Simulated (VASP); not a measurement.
OSZICAR of a VASP run on TiCo (CsCl type):

OSZICAR:
```
       N       E                     dE             d eps       ncg     rms          rms(c)
DAV:   1     0.157873976675E+03    0.15787E+03   -0.10555E+04  2360   0.188E+03
DAV:   2    -0.296834199169E+01   -0.16084E+03   -0.15819E+03  2412   0.409E+02
DAV:   3    -0.118904440333E+02   -0.89221E+01   -0.88430E+01  3884   0.106E+02
DAV:   4    -0.121152645903E+02   -0.22482E+00   -0.22264E+00  2778   0.141E+01
DAV:   5    -0.121247304089E+02   -0.94658E-02   -0.94654E-02  3508   0.266E+00    0.120E+01
DAV:   6    -0.100248695911E+02    0.20999E+01   -0.96890E+00  3236   0.445E+01    0.256E+00
DAV:   7    -0.104216580322E+02   -0.39679E+00   -0.32032E+00  3794   0.166E+01    0.869E+00
DAV:   8    -0.100249925557E+02    0.39667E+00   -0.14257E+00  3528   0.124E+01    0.260E+00
DAV:   9    -0.100102986795E+02    0.14694E-01   -0.14029E-01  3382   0.471E+00    0.364E-01
DAV:  10    -0.100100181502E+02    0.28053E-03   -0.49282E-03  2944   0.904E-01    0.173E-01
DAV:  11    -0.100100605535E+02   -0.42403E-04   -0.16521E-03  3588   0.350E-01    0.426E-02
DAV:  12    -0.100100459895E+02    0.14564E-04   -0.11551E-04  2890   0.136E-01    0.143E-02
DAV:  13    -0.100100438464E+02    0.21431E-05   -0.10957E-05  3402   0.320E-02    0.314E-03
DAV:  14    -0.100100434229E+02    0.42342E-06   -0.11205E-06  2888   0.110E-02    0.219E-03
DAV:  15    -0.100100434356E+02   -0.12695E-07   -0.85182E-08  1612   0.396E-03
   1 F= -.10010043E+02 E0= -.10009428E+02  d E =-.184747E-02
```

Task: Which electronic solver shows in the log?

Result: It is blocked Davidson (ALGO = Normal, or the opening steps of other solvers). The INCAR had ALGO = Normal.

Task: How was spin treated?

Result: Without spin polarisation: there is no mag entry.

Task: Can the final energy be trusted as converged?

Result: Self-consistency was reached. It stopped with EDIFF = 1E-7, NELM = 100 (optB88-vdW, plane waves, VASP's PBE PAW potentials (set 64)).

The compound is TiCo in the CsCl type structure. This cell is one point of a volume scan, at 1.03 of the reference volume. The run is not spin-polarised, so no magnetic state was tried. The electron count is odd and the run is not spin-polarised, which forces a metal.
